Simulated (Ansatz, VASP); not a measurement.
**Cross-check of SnSeS between VASP and Ansatz**

Wanted: the spread between two codes on one cell, functional and k mesh. Of the first pair: The cell is taken from a series of runs on this material, whose earlier steps may have relaxed, scaled, displaced or heated it; both programs get it as it stands.

Program: Ansatz 0.2.0. Level of theory: plane waves, with VASP 6.6.1 beside it; relaxation of cell and atoms at PBEsol and single point at PBEsol. Results are calculated unless marked as measured.

## Step 1: The structure

It takes space group P3m1 (No. 156, trigonal). The conventional cell has a = 3.734 Å, b = 3.734 Å, c = 6.105 Å, α = 90.00°, β = 90.00°, γ = 120.00°. Nearest to Sn lie 3 S at 2.60 Å and 3 Se at 2.69 Å. Nearest to Se lie 3 Sn at 2.69 Å. Nearest to S lie 3 Sn at 2.60 Å. Farther neighbours and most contacts between anions are not listed.

Coordinates:

```xyz
3
Lattice="3.7338 0.0000 0.0000 -1.8669 3.2336 0.0000 0.0000 0.0000 6.1055" Properties=species:S:1:pos:R:3 pbc="T T T"
Sn    0.0000    2.1557    0.0478
Se    0.0000    0.0000    4.5511
S     1.8669    1.0779    1.5066
```

## Step 2: VASP: relaxation of cell and atoms, PBEsol

The relaxed volume is the usual yardstick between codes: in a stiff, nearly cubic crystal its relative difference is about their pressure difference at one cell divided by the bulk modulus.

Lines of VASP's logs that name or quote its potential files are left out, and so is its time.

INCAR reads:

```
SYSTEM = SnSeS
PREC = Accurate
ENCUT = 500
EDIFF = 1E-07
NELM = 120
ISMEAR = 0
SIGMA = 0.01
LREAL = .FALSE.
ALGO = Normal
GGA = PS
NBANDS = 19
LORBIT = 11
LWAVE = .FALSE.
LCHARG = .FALSE.
ISIF = 3
IBRION = 2
NSW = 80
EDIFFG = -0.005
LASPH = .TRUE.
GGA_COMPAT = .FALSE.
NELMIN = 4
EFERMI = MIDGAP
KPAR = 2
```

POSCAR reads:

```
SnSeS
1.0
    3.7337880000      0.0000000000      0.0000000000
   -1.8668940000      3.2335550000      0.0000000000
    0.0000000000      0.0000000000      6.1054730000
Sn Se S
1 1 1
Direct
    0.3333332818      0.6666665636      0.0078247828
    0.0000000000      0.0000000000      0.7454171036
    0.6666667182      0.3333334364      0.2467590963
```

KPOINTS reads:

```
Automatic mesh
0
Gamma
9 9 4
0 0 0
```

Potentials, in the order of the species: Sn_d, Se and S (PBE family, release 64).

Launch:

```
$ mpirun -np 2 vasp_std
```

Numbers of over 12 decimals in the logs are rounded to 6 here.

Log:

```text
[banner, memory and clock lines left out]
running    2 mpi-ranks, on    1 nodes
 distrk:  each k-point on    1 cores,    2 groups
 distr:  one band on    1 cores,    1 groups

 POSCAR found type information on POSCAR SnSeS
 POSCAR found :  3 types and       3 ions
|                                                                             |
|               ----> ADVICE to this user running VASP <----                  |
|                                                                             |
|     You enforced a specific xc type in the INCAR file but a different       |
|     [... a line on the potential file left out ...]
|     I HOPE YOU KNOW WHAT YOU ARE DOING!                                     |
|                                                                             |

 LDA part: xc-table for (Slater+PW92), standard interpolation
 POSCAR, INCAR and KPOINTS ok, starting setup
 FFT: planning ... GRIDC
 FFT: planning ... GRID_SOFT
 FFT: planning ... GRID
 WAVECAR not read
 entering main loop
       N       E                     dE             d eps       ncg     rms          rms(c)
DAV:   1     0.204956416048E+03    0.20496E+03   -0.12258E+04  1652   0.158E+03
DAV:   2     0.994868727964E+01   -0.19501E+03   -0.18873E+03  1697   0.387E+02
DAV:   3    -0.131723806960E+02   -0.23121E+02   -0.22699E+02  2111   0.120E+02
DAV:   4    -0.139338704432E+02   -0.76149E+00   -0.76009E+00  1927   0.226E+01
DAV:   5    -0.139509757355E+02   -0.17105E-01   -0.17102E-01  2272   0.372E+00    0.679E+00
DAV:   6    -0.136179112464E+02    0.33306E+00   -0.69984E-01  2464   0.941E+00    0.461E+00
DAV:   7    -0.135887197348E+02    0.29192E-01   -0.19682E-01  1973   0.316E+00    0.137E+00
DAV:   8    -0.135865267183E+02    0.21930E-02   -0.18440E-02  2162   0.129E+00    0.414E-01
DAV:   9    -0.135865289544E+02   -0.22361E-05   -0.20587E-03  1840   0.326E-01    0.127E-01
DAV:  10    -0.135865354456E+02   -0.64912E-05   -0.27394E-04  2144   0.963E-02    0.556E-02
DAV:  11    -0.135865562652E+02   -0.20820E-04   -0.47744E-05  1778   0.408E-02    0.165E-02
DAV:  12    -0.135865569367E+02   -0.67152E-06   -0.36340E-06  2154   0.143E-02    0.807E-03
DAV:  13    -0.135865580945E+02   -0.11578E-05   -0.16795E-06  1784   0.794E-03    0.252E-03
DAV:  14    -0.135865581745E+02   -0.79956E-07   -0.10210E-07  1695   0.269E-03
   1 F= -.13586558E+02 E0= -.13586558E+02  d E =-.135866E+02
 curvature:   0.00 expect dE= 0.000E+00 dE for cont linesearch  0.000E+00
 trial: gam= 0.00000 g(F)=  0.403E-04 g(S)=  0.121E-04 ort = 0.000E+00 (trialstep = 0.100E+01)
 search vector abs. value=  0.524E-04
 bond charge predicted
       N       E                     dE             d eps       ncg     rms          rms(c)
DAV:   1    -0.135866553863E+02   -0.97292E-04   -0.73287E-03  2490   0.819E-01    0.558E-02
DAV:   2    -0.135865963144E+02    0.59072E-04   -0.29013E-04  2203   0.206E-01    0.263E-02
DAV:   3    -0.135865747150E+02    0.21599E-04   -0.59827E-05  2221   0.106E-01    0.541E-03
DAV:   4    -0.135865736038E+02    0.11112E-05   -0.46362E-06  1840   0.166E-02    0.319E-03
DAV:   5    -0.135865727457E+02    0.85815E-06   -0.40732E-07  2093   0.609E-03    0.112E-03
DAV:   6    -0.135865726051E+02    0.14053E-06   -0.56850E-08   976   0.298E-03    0.374E-04
DAV:   7    -0.135865725873E+02    0.17824E-07   -0.10199E-08   835   0.115E-03
   2 F= -.13586573E+02 E0= -.13586573E+02  d E =-.144128E-04
 trial-energy change:   -0.000014  1 .order   -0.000015   -0.000052    0.000023
 step:   0.6950(harm=  0.6950)  dis= 0.00066  next Energy=   -13.586576 (dE=-0.182E-04)
 bond charge predicted
       N       E                     dE             d eps       ncg     rms          rms(c)
DAV:   1    -0.135865834411E+02   -0.10836E-04   -0.67884E-04  2493   0.248E-01    0.171E-02
DAV:   2    -0.135865777076E+02    0.57335E-05   -0.26864E-05  2194   0.626E-02    0.804E-03
DAV:   3    -0.135865759457E+02    0.17619E-05   -0.55458E-06  2212   0.321E-02    0.164E-03
DAV:   4    -0.135865760925E+02   -0.14681E-06   -0.41649E-07  1389   0.504E-03    0.961E-04
DAV:   5    -0.135865762431E+02   -0.15062E-06   -0.40211E-08   859   0.187E-03    0.297E-04
DAV:   6    -0.135865762829E+02   -0.39753E-07   -0.11446E-08   820   0.131E-03
   3 F= -.13586576E+02 E0= -.13586576E+02  d E =-.181084E-04
 curvature:  -0.35 expect dE=-0.155E-05 dE for cont linesearch -0.141E-08
 trial: gam= 0.07633 g(F)=  0.105E-05 g(S)=  0.341E-05 ort = 0.460E-06 (trialstep = 0.939E+00)
 search vector abs. value=  0.483E-05
 reached required accuracy - stopping structural energy minimisation
```

OUTCAR, selected parts (step 2):

```text
ion  position               nearest neighbor table
   1  0.333  0.667  0.008-   3 2.60   3 2.60   3 2.60   2 2.69   2 2.69   2 2.69
   2  0.000  0.000  0.745-   1 2.69   1 2.69   1 2.69
   3  0.667  0.333  0.247-   1 2.60   1 2.60   1 2.60

  LATTYP: Found a hexagonal cell.
 ALAT       =     3.7337880000
 C/A-ratio  =     1.6351954101

 Subroutine GETGRP returns: Found  6 space group operations
 (whereof  6 operations were pure point group operations)

The static configuration has the point symmetry C_3v.

 Found     43 irreducible k-points:

   k-points           NKPTS =     43   k-points in BZ     NKDIM =     43   number of bands    NBANDS=     19

   dimension x,y,z NGX =    28 NGY =   28 NGZ =   48
   dimension x,y,z NGXF=    56 NGYF=   56 NGZF=   96

   ENCUT  =  500.0 eV  36.75 Ry    6.06 a.u.   6.81  6.81 11.13*2*pi/ulx,y,z

   NELECT =      26.0000    total number of electrons

 k-points in reciprocal lattice and weights: Automatic mesh
   0.00000000  0.00000000  0.00000000       0.003
   0.11111111  0.00000000  0.00000000       0.019
   0.22222222  0.00000000  0.00000000       0.019
   0.33333333  0.00000000  0.00000000       0.019
   0.44444444  0.00000000  0.00000000       0.019
   0.11111111  0.11111111  0.00000000       0.019
   0.22222222  0.11111111  0.00000000       0.037
   0.33333333  0.11111111  0.00000000       0.037
   0.44444444  0.11111111  0.00000000       0.019
[...]
0.33333333  0.22222222  0.50000000       0.037
   0.33333333  0.33333333  0.50000000       0.006

 average (electrostatic) potential at core
       1-102.2315       2 -52.9673       3 -86.5903

 E-fermi :   4.6666

 k-point     1 :       0.0000    0.0000    0.0000
  band No.  band energies     occupation
    ...
      9       3.2583      2.00000
     10       3.2583      2.00000
     11       4.0049      2.00000
     12       4.1512      2.00000
     13       4.1512      2.00000
     14       5.4628      0.00000
     15       7.4398      0.00000
     16       9.1098      0.00000
     17       9.1098      0.00000
     18      12.4690      0.00000
    ...

 k-point     2 :       0.1111    0.0000    0.0000
  band No.  band energies     occupation
    ...
      9       2.2858      2.00000
     10       2.9540      2.00000
     11       3.3277      2.00000
     12       4.0573      2.00000
     13       4.1894      2.00000
     14       6.2540      0.00000
     15       8.0693      0.00000
     16       8.8281      0.00000
     17       9.3488      0.00000
     18      12.2326      0.00000
    ...

 k-point     3 :       0.2222    0.0000    0.0000
  band No.  band energies     occupation
    ...
      9       0.9100      2.00000
     10       2.1746      2.00000
     11       2.3920      2.00000
     12       3.9325      2.00000
     13       4.1392      2.00000
     14       6.4634      0.00000
     15       8.2309      0.00000
     16       9.7496      0.00000
     17       9.7543      0.00000
     18      11.0855      0.00000
    ...

  Total       -0.0084826     -0.0084826     -0.0082483      0.0000000     -0.0000000      0.0000000
  in kB       -0.1842774     -0.1842774     -0.1791871      0.0000000     -0.0000000      0.0000000
  external PRESSURE =      -0.1825806 kB  Pullay stress =       0.0000000 kB

  energy-cutoff  :      500.00
  volume of cell :       73.75
      direct lattice vectors                 reciprocal lattice vectors
     3.734264159  0.000000000  0.000000000     0.267790375  0.154608858  0.000000000
    -1.867132079  3.233967366  0.000000000    -0.000000000  0.309217715  0.000000000
     0.000000000  0.000000000  6.106982144     0.000000000  0.000000000  0.163746999

 POSITION                                       TOTAL-FORCE (eV/Angst)
 -----------------------------------------------------------------------------------
      0.00000      2.15598      0.04845        -0.000000     -0.000000      0.003122
      0.00000      0.00000      4.55154         0.000000      0.000000     -0.003453
      1.86713      1.07799      1.50700         0.000000      0.000000      0.000330
 -----------------------------------------------------------------------------------
    total drift:                               -0.000000     -0.000028      0.000181

  FREE ENERGIE OF THE ION-ELECTRON SYSTEM (eV)
  ---------------------------------------------------
  free  energy   TOTEN  =       -13.5865762829 eV

  energy  without entropy=      -13.5865762829  energy(sigma->0) =      -13.58657628

 reached required accuracy - stopping structural energy minimisation

 total charge
# of ion       s       p       d       tot
------------------------------------------
    1        1.042   1.039  10.122  12.202
    2        1.488   2.307   0.030   3.824
    3        1.360   2.298   0.000   3.658
--------------------------------------------------
tot          3.889   5.644  10.151  19.684

[... 3 further parts left out ...]
```

CONTCAR:

```
SnSeS
   1.00000000000000
     3.7342641588283398    0.0000000000000000    0.0000000000000000
    -1.8671320794141699    3.2339673655419752    0.0000000000000000
     0.0000000000000000    0.0000000000000000    6.1069821435433482
  Sn              Se              S
     1     1     1
Direct
     0.3333332818000017    0.6666665636000033    0.0079331102089293
     0.0000000000000000    0.0000000000000000    0.7453012303753561
     0.6666667181999983    0.3333334363999967    0.2467666421157160
```

## Step 3: Ansatz: relaxation of cell and atoms, PBEsol

Ansatz runs on its PAW soft_1 files.

The same cell, functional and mesh now go to Ansatz, which takes its cutoff from its data sets.

input.yaml reads:

```yaml
crystal:
  lattice:
    - [3.7337878708, -2.866e-07, 0.0]
    - [-1.8668936872, 3.2335552918, 0.0]
    - [0.0, 0.0, 6.1054732896]
  atoms:
    - { symbol: Sn, position: [0.3333333333, 0.6666666667, 0.0078248145] }
    - { symbol: Se, position: [0.0, 0.0, 0.7454171097] }
    - { symbol: S, position: [0.6666666667, 0.3333333333, 0.2467590757] }
kpoints:
  mp_grid: { grid: [9, 9, 4] }
hamiltonian:
  xc: pbesol
  pseudopotentials: { kind: paw, azcp: { folder: soft_1 }, xc_functional: pbe }
scf:
  occupations: { method: fixed }
output:
  forces: true
  stress: true
  eigenvalues: true
relax:
  adjacent_minimum: "off"
  f_tol: 0.001
  max_steps: 60
  cell: { stress_tol: 0.01 }
```

Launch:

```
$ ansatz run input.yaml --threads 4 --pin off --max-ram 10240MiB --backend cpu --events-out ev --progress --plain --runs-dir out
```

Log:

```text
Engine: ansatz 0.2.0, aarch64-unknown-linux-gnu
Pseudopotentials: kind: paw
Pseudopotential: Sn, paw, valence charge 14, recommended cutoff 420 eV (normal), soft_1/Sn.paw.azcp
Pseudopotential: Se, paw, valence charge 16, recommended cutoff 420 eV (normal), soft_1/Se.paw.azcp
Pseudopotential: S, paw, valence charge 6, recommended cutoff 420 eV (normal), soft_1/S.paw.azcp
Functional definition: PBEsol
  exchange = pbesol_x
  correlation = pbesol_c
Crystal: 3 atoms, lattice volume = 73.714 Å³
Basis set: ecut = 420 eV, 1449 PW (Γ), exchange–correlation on 50×50×90 points (8 copies of the dense FFT grid, shifted against one another)
Bands: 22, of which v1, the nominal top of the filled ones, is band 18 counted from 1 (17 counted from 0)
Symmetry: 6 space group operations
Space group: P3m1 (ITA 156), of the structure as read, at distance tolerance 4.2e-5 Å
k-points: 43 of 324 (time reversal used)
Non-local potential: Sn, projectors of the file, l = 0: 2, l = 1: 2, l = 2: 2, l = 3: 1
Non-local potential: Se, projectors of the file, l = 0: 2, l = 1: 2, l = 2: 3, l = 3: 1
Non-local potential: S, projectors of the file, l = 0: 2, l = 1: 2, l = 2: 1
PAW form: soft (Blöchl's): semilocal exchange-correlation on the pseudo side does not see the compensation charge
PAW frozen core: Sn, regenerated for the run's functional, and the local potential with it (the file was generated under x = pbe(κ = 0.804, μ = 0.219515), c = pbe(β = 0.066725))
PAW frozen core: Se, regenerated for the run's functional, and the local potential with it (the file was generated under x = pbe(κ = 0.804, μ = 0.219515), c = pbe(β = 0.066725))
PAW frozen core: S, regenerated for the run's functional, and the local potential with it (the file was generated under x = pbe(κ = 0.804, μ = 0.219515), c = pbe(β = 0.066725))
PAW one-centre angular grid: Sn, 590 points (default); XC on 64 Gauss nodes
PAW one-centre angular grid: Se, 590 points (default); XC on 64 Gauss nodes
PAW one-centre angular grid: S, 110 points (default); XC on 64 Gauss nodes
Initial density: superposition of atomic densities (chi_scale 0.1, normalization cell, long waves kept (reshape's long-wave potential 0.09 eV rms))
Initial wavefunctions: pseudopotential atomic-orbital guess
Functional: x = pbesol(κ = 0.804, μ = 0.123457), c = pbesol(β = 0.046)
SCF iter   1: F=—  HF=-12260.477427 eV  |F-HF|=—  |Δ(HF+E_count)|=         —  Δρ=3.36e-2  dr2=1.62e0  ethr=3.10e-3  ⟨swp⟩=5.0  Hψ=3978  notcnv=0  defer=82
preconditioner: auto → Resta (q_TF=auto, 2.421 Å⁻¹)  ε∞=2.9  [insulator: Δε(μ)=0.604 eV  Ē_g=16.026 eV  n_scr=22 (ndim 8)  ℏωp=22.1 eV  f_vac=0.024  ε∞_Penn≈2.9]
SCF iter   2: F=—  HF=-12260.102378 eV  |F-HF|=—  |Δ(HF+E_count)|=   3.75e-1  Δρ=1.61e-2  dr2=1.48e-1  ethr=3.10e-3  ⟨swp⟩=2.2  Hψ=1525  notcnv=0  defer=63
SCF iter   3: F=—  HF=-12260.069633 eV  |F-HF|=—  |Δ(HF+E_count)|=   3.27e-2  Δρ=6.73e-3  dr2=2.34e-2  ethr=4.11e-4  ⟨swp⟩=2.4  Hψ=1463  notcnv=0  defer=83
SCF iter   4: F=—  HF=-12260.066164 eV  |F-HF|=—  |Δ(HF+E_count)|=   3.47e-3  Δρ=1.50e-3  dr2=1.92e-3  ethr=6.50e-5  ⟨swp⟩=2.4  Hψ=1785  notcnv=0  defer=86
SCF iter   5: F=—  HF=-12260.066191 eV  |F-HF|=—  |Δ(HF+E_count)|=   2.69e-5  Δρ=4.29e-4  dr2=1.30e-4  ethr=5.33e-6  ⟨swp⟩=2.0  Hψ=1806  notcnv=0  defer=86
SCF iter   6: F=—  HF=-12260.066330 eV  |F-HF|=—  |Δ(HF+E_count)|=   1.39e-4  Δρ=1.21e-4  dr2=1.23e-5  ethr=3.62e-7  ⟨swp⟩=2.0  Hψ=1265  notcnv=0  defer=84
SCF iter   7: F=—  HF=-12260.066347 eV  |F-HF|=—  |Δ(HF+E_count)|=   1.64e-5  Δρ=2.76e-5  dr2=7.91e-7  ethr=3.41e-8  ⟨swp⟩=3.0  Hψ=1730  notcnv=0
SCF iter   8: F=—  HF=-12260.066348 eV  |F-HF|=—  |Δ(HF+E_count)|=   9.16e-7  Δρ=1.14e-5  dr2=1.43e-7  ethr=2.78e-10  ⟨swp⟩=9.1  Hψ=5733  notcnv=0
SCF iter   9: F=-12260.066348 eV  HF=-12260.066348 eV  |F-HF|=1.74e-8  |Δ(HF+E_count)|=   2.17e-7  Δρ=2.92e-6  dr2=1.01e-8  ethr=2.78e-10  ⟨swp⟩=6.0  Hψ=3850  notcnv=0
SCF 1 converged in 9 iterations: F = -12260.066348 eV  dr2 = 1.01e-8
  greatest PAW one-centre occupation: 1.000 electrons in one spin orbital (limit 2), on the Se atom at site 1 (counted from 0), in its partial waves of l = 2
relax step   1: F+E_penalty+E_count = -12260.06634778 eV  Δ(F+E_penalty+E_count) = +0.000e0 eV  max|allowed force component| = 1.922e-3 eV/Å  Δτ_max = 0.0000 Å  P = -0.002 GPa  Ω = 73.714 Å³  (9 SCF iters, dr2 threshold 1.00e-7 eV, accepted)
[...]
relax step   2: F+E_penalty+E_count = -12260.06634638 eV  Δ(F+E_penalty+E_count) = +1.391e-6 eV  max|allowed force component| = 2.639e-3 eV/Å  Δτ_max = 0.0005 Å  P = +0.002 GPa  Ω = 73.726 Å³  energy of the carried Pulay correction = -1.064e-6 eV  (5 SCF iters, dr2 threshold 2.31e-10 eV, rejected (line search))
[...]
relax step   3: F+E_penalty+E_count = -12260.06634753 eV  Δ(F+E_penalty+E_count) = +2.465e-7 eV  max|allowed force component| = 8.538e-4 eV/Å  Δτ_max = 0.0002 Å  P = -0.001 GPa  Ω = 73.719 Å³  energy of the carried Pulay correction = -4.571e-7 eV  (8 SCF iters, accepted)
[...]
relax step   4: F+E_penalty+E_count = -12260.06634852 eV  Δ(F+E_penalty+E_count) = -9.942e-7 eV  max|allowed force component| = 8.539e-4 eV/Å  Δτ_max = 0.0000 Å  P = -0.001 GPa  Ω = 73.719 Å³  stress off target by 1.51e-3 GPa  SCF on the basis re-selected at this cell (its energy is not comparable with the rows above)  (9 SCF iters)
basis re-selected at this cell: Δ(F+E_penalty+E_count) = -9.942e-7 eV, ΔP = -0.000 GPa vs the last step (what re-selecting the basis moved, of the pressure what is left beyond the Pulay correction that the steps carried, after the strain that the cell walked since its last selection, with what the two solves' SCF thresholds leave and, on support functions, any second-order correction that the steps lacked; it is no m [...]
SCF converged after 9 iterations
Free energy (F): -12260.066349 eV
Harris-Foulkes:  -12260.066349 eV  (|F-HF|=1.82e-12)
Internal energy: -12260.066349 eV  (E = F + TS)
E sigma→0 (E₀):  -12260.066349 eV
Fermi energy:    7.020424 eV
--- Per-component energies (eV) ---
  E_band       = -507.032290
  E_kinetic    = 384.601512
  E_local      = -4530.367817  (includes V_loc(G=0)·N_el)
  E_nonlocal   = -170.896053
  E_hartree    = 2293.843236
  E_xc         = -296.402143
  E_vxc        = -252.328928  (∫ρ·V_xc dr)
  E_paw        = -6976.720723  (= ΣΔE_a)
  E_vpaw       = -525.727370  (= ΣTr[D̂ρ^β])
  E_aug_tail   = -0.000089  (compensation charges beyond the density's cutoff)
  E_ewald      = -2965.479512
  E_core_change = 1.355241  (= ΣΔE_core)
  E_smearing   = -0.000000  (= −TS)
  E_closure    = -0.000000  (closes the sum)
  Σ components = -12260.066349   (vs F -12260.066349, Δ=0.00e0)
--- Forces (eV/Å), atoms counted from 1 ---
  atom   1  Sn    -0.00000000     0.00000000    -0.00085385
  atom   2  Se    -0.00000000    -0.00000000     0.00080131
  atom   3  S      0.00000000     0.00000000     0.00005258
  max |Σ_I F_I| component: 3.12e-8 eV/Å
--- Stress (GPa, compression-positive) ---
       -0.001510      -0.000000       0.000000
       -0.000000      -0.001510      -0.000000
        0.000000      -0.000000      -0.001341
  P = ⅓ Tr σ = -0.0015 GPa (-0.015 kbar)
--- Band table (eV; the first three rows and the last of 43) ---
  k-point 0: bands = [... 14 lower, 6.0565, 6.8046, 6.9396, 6.9396, 8.2537, 10.2313, 11.9010, 11.9010]
  k-point 1: bands = [... 14 lower, 6.0428, 6.0428, 6.9798, 6.9798, 9.0272, 10.2612, 11.7751, 11.7751]
  k-point 2: bands = [... 14 lower, 6.0301, 6.0301, 7.0198, 7.0198, 9.5041, 10.2805, 11.6559, 11.6559]
  k-point 42: bands = [... 14 lower, 2.9418, 3.3199, 6.4376, 6.6027, 9.4937, 11.7214, 11.7699, 13.3803]
--- Relaxed structure (3 steps of the walk, 2 accepted, 1 SCFs on fresh bases) ---
  F+E_penalty+E_count = -12260.06634852 eV   max|allowed force component| = 8.539e-4 eV/Å   (the final SCF, on the basis selected at the relaxed cell)
  cell:  # Å, volume = 73.7191 Å³
    - [3.733824, -2.866011038830511e-7, 0]
    - [-1.866912, 3.233587, 0]
    - [0, 0, 6.105787]
  atoms:
    - { symbol: Sn, position: [0.333333, 0.666667, 0.00784351] }
    - { symbol: Se, position: [0, 0, 0.745432] }
    - { symbol: S, position: [0.666667, 0.333333, 0.246726] }
```

## Step 4: Comparison

Known differences besides the potentials themselves: fixed occupations in Ansatz, narrow Gaussian smearing in VASP; the data sets hold 36 valence electrons in Ansatz (on its PAW soft_1 files) and 26 in VASP; the cutoff is 420 eV in Ansatz and 500 eV in VASP; Ansatz makes its cores anew for this functional, VASP keeps those of its PBE data sets; Ansatz adds a Pulay correction to the stress that steers its cell, VASP none. Total energies have different zeros and are not compared.

Both answers:

```tsv
quantity	Ansatz	VASP	difference
volume (Å³)	73.72	73.75	-0.04 %
edge a after relaxation, in the typed setting (Å)	3.734	3.734	-0.01 %
edge c after relaxation, in the typed setting (Å)	6.106	6.107	-0.02 %
```

(Part 1 of 2 ends here.)

[Lines on the potential files, build, host, timing and source positions are cut from VASP's logs without a mark.]

[Logs are printed without paths, hosts, clocks, repeated set-up lines and the standing remarks that a program may print on its own settings, such as how far it seeks lower states.]

[Hosts, paths, dates, database ids (printed as entryN), source tags and the programs' standing remarks are cut or masked in the printed files.]
